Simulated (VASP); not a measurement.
Method: revPBE GGA, VASP's PBE PAW potentials (set 64) (plane waves; VASP).

Input for VASP

POSCAR:
```
KMgF3
1.0
  4.1024793469   0.0000000000   0.0000000000
  0.0000000000   4.1024793469   0.0000000000
  0.0000000000   0.0000000000   4.1024793469
K Mg F
1 1 3
Cartesian
  0.0000000000   0.0000000000   0.0000000000
  2.0512396735   2.0512396735   2.0512396735
  2.0512396735   0.0000000000   2.0512396735
  0.0000000000   2.0512396735   2.0512396735
  2.0512396735   2.0512396735   0.0000000000
```

KPOINTS:
```
Automatic mesh
0
Gamma
5 5 5
0 0 0
```

INCAR:
```
ALGO = Normal
EDIFF = 1E-6
EDIFFG = -0.02
ENCUT = 520
GGA = RE
IBRION = 2
ISIF = 3
ISMEAR = 0
LASPH = .True.
LCHARG = .False.
LREAL = .False.
LWAVE = .False.
NELM = 100
NSW = 60
PREC = Accurate
SIGMA = 0.05
SYSTEM = KMgF3
```

POTCAR, in this order: K_sv Mg F (PBE.64 set). Program: vasp_std.

What VASP printed:

OSZICAR:
```
       N       E                     dE             d eps       ncg     rms          rms(c)
DAV:   1     0.237187174013E+03    0.23719E+03   -0.17576E+04   400   0.155E+03
DAV:   2    -0.143067958613E+02   -0.25149E+03   -0.24322E+03   544   0.377E+02
DAV:   3    -0.251552941728E+02   -0.10848E+02   -0.10828E+02   472   0.767E+01
DAV:   4    -0.255017286290E+02   -0.34643E+00   -0.34586E+00   688   0.117E+01
DAV:   5    -0.255033168385E+02   -0.15882E-02   -0.15881E-02   472   0.797E-01    0.910E+00
DAV:   6    -0.232284738580E+02    0.22748E+01   -0.99759E+00   440   0.224E+01    0.345E+00
DAV:   7    -0.232430957210E+02   -0.14622E-01   -0.23416E-01   520   0.335E+00    0.218E+00
DAV:   8    -0.232692025232E+02   -0.26107E-01   -0.97580E-02   468   0.332E+00    0.284E-01
DAV:   9    -0.232705077503E+02   -0.13052E-02   -0.13330E-02   488   0.869E-01    0.133E-01
DAV:  10    -0.232713234615E+02   -0.81571E-03   -0.15946E-03   544   0.344E-01    0.578E-02
DAV:  11    -0.232713710692E+02   -0.47608E-04   -0.21288E-04   488   0.114E-01    0.339E-02
DAV:  12    -0.232713462039E+02    0.24865E-04   -0.15094E-04   460   0.847E-02    0.404E-03
DAV:  13    -0.232713470598E+02   -0.85591E-06   -0.50611E-06   484   0.174E-02
   1 F= -.23271347E+02 E0= -.23271347E+02  d E =-.232713E+02
       N       E                     dE             d eps       ncg     rms          rms(c)
DAV:   1    -0.232773572676E+02   -0.60111E-02   -0.11265E-01   420   0.315E+00    0.591E-01
DAV:   2    -0.232720157530E+02    0.53415E-02   -0.25111E-02   452   0.125E+00    0.110E-01
DAV:   3    -0.232717523723E+02    0.26338E-03   -0.48141E-04   552   0.190E-01    0.592E-02
DAV:   4    -0.232716948899E+02    0.57482E-04   -0.23271E-04   680   0.927E-02    0.429E-02
DAV:   5    -0.232716953992E+02   -0.50936E-06   -0.21390E-05   532   0.348E-02    0.876E-03
DAV:   6    -0.232716938190E+02    0.15803E-05   -0.82853E-06   608   0.216E-02    0.282E-03
DAV:   7    -0.232716927898E+02    0.10292E-05   -0.47575E-07   328   0.400E-03    0.331E-04
DAV:   8    -0.232716927414E+02    0.48381E-07   -0.89172E-08   268   0.207E-03
   2 F= -.23271693E+02 E0= -.23271693E+02  d E =-.345682E-03
```

OUTCAR:
```
------------------------ aborting loop because EDIFF is reached ----------------------------------------
  FORCE on cell =-STRESS in cart. coord.  units (eV):
  Direction    XX          YY          ZZ          XY          YZ          ZX
  --------------------------------------------------------------------------------------
  Total        0.0263923      0.0263923      0.0263923      0.0000000     -0.0000000     -0.0000000
  in kB        0.6098400      0.6098400      0.6098400      0.0000000     -0.0000000     -0.0000000
  external PRESSURE =       0.6098400 kB  Pullay stress =       0.0000000 kB
  volume of cell :       69.34
      direct lattice vectors                 reciprocal lattice vectors
     4.108254745 -0.000000000  0.000000000     0.243412364  0.000000000  0.000000000
    -0.000000000  4.108254745  0.000000000     0.000000000  0.243412364  0.000000000
    -0.000000000 -0.000000000  4.108254745    -0.000000000 -0.000000000  0.243412364
 POSITION                                       TOTAL-FORCE (eV/Angst)
 -----------------------------------------------------------------------------------
      0.00000      0.00000      0.00000        -0.000000     -0.000000      0.000000
      2.05413      2.05413      2.05413         0.000000     -0.000000      0.000000
      2.05413     -0.00000      2.05413        -0.000000      0.000000      0.000000
     -0.00000      2.05413      2.05413         0.000000     -0.000000      0.000000
      2.05413      2.05413      0.00000        -0.000000     -0.000000      0.000000
 -----------------------------------------------------------------------------------
    total drift:                                0.000000     -0.000000     -0.000000
  FREE ENERGIE OF THE ION-ELECTRON SYSTEM (eV)
  ---------------------------------------------------
  free  energy   TOTEN  =       -23.2716927414 eV

  energy  without entropy=      -23.2716927414  energy(sigma->0) =      -23.27169274

 reached required accuracy - stopping structural energy minimisation
```
(Selected blocks of OUTCAR.)

### CONTCAR
```
KMgF3
   1.00000000000000
     4.1082547446957918   -0.0000000000000000    0.0000000000000000
    -0.0000000000000000    4.1082547446957918    0.0000000000000000
    -0.0000000000000000   -0.0000000000000000    4.1082547446957918
  K               Mg              F
     1     1     3
Direct
     0.0000000000000000    0.0000000000000000    0.0000000000000000
     0.5000000000000000    0.5000000000000000    0.5000000000000000
     0.5000000000000000    0.0000000000000000    0.5000000000000000
     0.0000000000000000    0.5000000000000000    0.5000000000000000
     0.5000000000000000    0.5000000000000000    0.0000000000000000
```

The compound is KMgF3 in the cubic perovskite structure. This run relaxes it. Symmetry was kept, so distortions that lower it aren't found. The start is the result of an earlier pass.
